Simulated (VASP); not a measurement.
Wanted: the native input for a VASP 6.6.1 run.

```yaml
Task: optical spectrum
Functional: PBEsol
Dispersion: D3
Potentials_or_basis: VASP PAW PBE potentials, release 64 (Tl_d, Ge_d)
Cutoff: 520 eV
k_mesh: 6 × 6 × 3
Occupations: gaussian, width 0.01 eV
Spin: spin-orbit coupling, no magnetisation
Further_INCAR_settings: ALGO = Normal; EDIFF = 1e-07; NBANDS = 132
```

The structure of Tl2Ge3 lies in POSCAR:

```
Tl2Ge3
3.9368
    0.999992598049      0.000000000000      0.000000000000
   -0.499996299025      0.866018992583      0.000000000000
    0.000000000000      0.000000000000      2.385625645194
Tl Ge
2 3
Direct
    0.0000000000      0.0000000000      0.1453568500
    0.0000000000      0.0000000000      0.8546431500
    0.3333333300      0.6666666700      0.5000000000
    0.6666666700      0.3333333300      0.5000000000
    0.0000000000      0.0000000000      0.5000000000
```

The cell was built by a generator and needn't be a form met in nature.

These files were run (other wordings do the same):

INCAR

```
ALGO = Normal
CSHIFT = 0.1
EDIFF = 1E-7
ENCUT = 520
GGA = PS
GGA_COMPAT = F
ISIF = 2
ISMEAR = 0
IVDW = 11
LASPH = T
LCHARG = F
LOPTICS = T
LORBIT = 11
LREAL = F
LSORBIT = T
LWAVE = F
MAGMOM = 0 0 0 0 0 0 0 0 0 0 0 0 0 0 0
NBANDS = 132
NEDOS = 1000
NELM = 100
PREC = Accurate
SIGMA = 0.01
```

KPOINTS

```
k-points
0
Gamma
  6 6 3
```

Potentials or basis: VASP PAW PBE potentials, release 64 (Tl_d, Ge_d).

Run with:

```bash
$ cat potpaw_PBE.64/Tl_d/POTCAR potpaw_PBE.64/Ge_d/POTCAR > POTCAR
$ mpirun -np 1 vasp_ncl > vasp.out
```

Results of the run:

```
Pressure                                              : 27.8 GPa
Largest force                                         : 1.192 eV/Å
Valence electrons inside the program's atomic spheres : Tl 11.19; Ge 12.91, 12.92
Dispersion energy per atom                            : -0.196 eV
```

Caveat: spectra need much finer meshes, so this one isn't converged; independent-particle spectra lack excitons; so large a pressure means that the cell lies far from this level's equilibrium, or that cutoff or potentials fall short; the potentials were made for another functional, which shifts forces and pressure.

It took 8.2 min on 1 thread of Intel(R) Xeon(R) 6975P-C (Granite Rapids), with other jobs on the host, peak memory 1 GiB.
